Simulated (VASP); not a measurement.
A convergence study with VASP on Pb (fcc): one setting is varied, all else stays as given below, so the limit is that of these other settings. The cell's lengths are 1 % over those of the tabulated start, so it is off equilibrium.

```
CELL_PARAMETERS angstrom
      0.00000     2.49975     2.49975
      2.49975     0.00000     2.49975
      2.49975     2.49975     0.00000
ATOMIC_POSITIONS crystal
  Pb 0.00000 0.00000 0.00000
```

These are PBE GGA, VASP's PBE PAW potentials (set 64) (plane waves; VASP 6.6.1) values and carry that method's errors. The tightest run used: 1000 eV cut-off, 14×14×14 Γ-centred mesh, first-order Methfessel-Paxton smearing of 0.10 eV, potentials Pb_d.

```csv
setting,E (eV/atom),pressure (GPa),plane waves
ENCUT = 150,2.1230,-312.79,140
ENCUT = 200,-3.4266,-21.80,210
ENCUT = 250,-3.5649,0.87,295
```

Question: These are the cheaper rows. Estimate the results at ENCUT = 1000, and how far the last row shown lies from them.

Answer: 
| quantity | tightest run | last row shown is off by |
|---|---|---|
| E (eV/atom) | -3.5651 | 0.0002 |
| pressure (GPa) | 1.03 | -0.16 |

Left out are rungs that failed or repeat a setting and relaxations that didn't move; long series are thinned to 24 rows.

The compound is Pb in the fcc structure. The cell was not relaxed at this level.
